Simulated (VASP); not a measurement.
```
CELL_PARAMETERS angstrom
      0.00000     2.79832     2.79832
      2.79832     0.00000     2.79832
      2.79832     2.79832     0.00000
ATOMIC_POSITIONS crystal
  Be 0.00000 0.00000 0.00000
  Te 0.25000 0.25000 0.25000
```

These are PBE GGA with D4 dispersion, VASP's PBE PAW potentials (set 64) (plane waves; VASP 6.6.1) values and carry that method's errors. Run with 520 eV cut-off, Gaussian smearing of 0.050 eV, potentials Be Te.

Unless said otherwise, spin-orbit coupling is left out, though it shifts the bands of the heavy elements here.

Task: Give the energies of bands 2 to 7 at the high-symmetry points, in eV from the valence-band maximum.

Result: 
```tsv
band	Γ	X	U	L	W
2	0.00	-5.22	-4.85	-5.66	-4.67
3	0.00	-2.72	-3.98	-1.17	-3.79
4	0.00	-2.72	-2.29	-1.17	-3.30
5	3.59	1.93	2.67	3.13	5.29
6	3.59	2.64	5.28	4.58	5.53
7	3.59	9.83	7.95	4.58	5.59
```

The gap is indirect, 1.93 eV, from the valence maximum at Γ to the conduction minimum at X.

Measured: gap 2.80 eV (computed value off by -0.87 eV), as given by Das et al., (2018), arXiv:1807.05623.

The compound is BeTe in the zinc blende structure. It was relaxed first.
